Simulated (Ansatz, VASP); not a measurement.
**One calculation of RbGeN, two programs**

```xyz
3
Lattice="-1.8939 3.1641 3.5851 1.8939 -3.1641 3.5851 1.8939 3.1641 -3.5851" Properties=species:S:1:pos:R:3 pbc="T T T"
Rb    0.0000    0.0000    0.0000
Ge    0.0000    0.0000    3.5851
N     0.0000    3.1641    0.0000
```

Alike in both runs: functional PBE; k mesh 6 × 6 × 6; occupations gaussian, width 0.1 eV; no spin polarisation.

Ansatz relaxed the structure, and its values are those at the end. VASP's run is a single point on that final structure, the one shown.

|  | VASP | Ansatz |
| --- | --- | --- |
| version | VASP 6.6.1 | Ansatz 0.2.0 |
| potentials or method | VASP PAW PBE potentials, release 64 (Rb_sv, Ge_d, N) | scalar-relativistic, plane waves, PAW |
| plane-wave cutoff (eV) | 520 | 420 |
| valence electrons in the cell | 28 | 28 |

```tsv
	VASP	Ansatz	Ansatz less VASP
gap on the k mesh at the Fermi level (eV)	none	none	-
pressure (GPa)	0.0	0.0	+0.04
```

A gap of «none» marks a metal or a gap that the smearing closes.
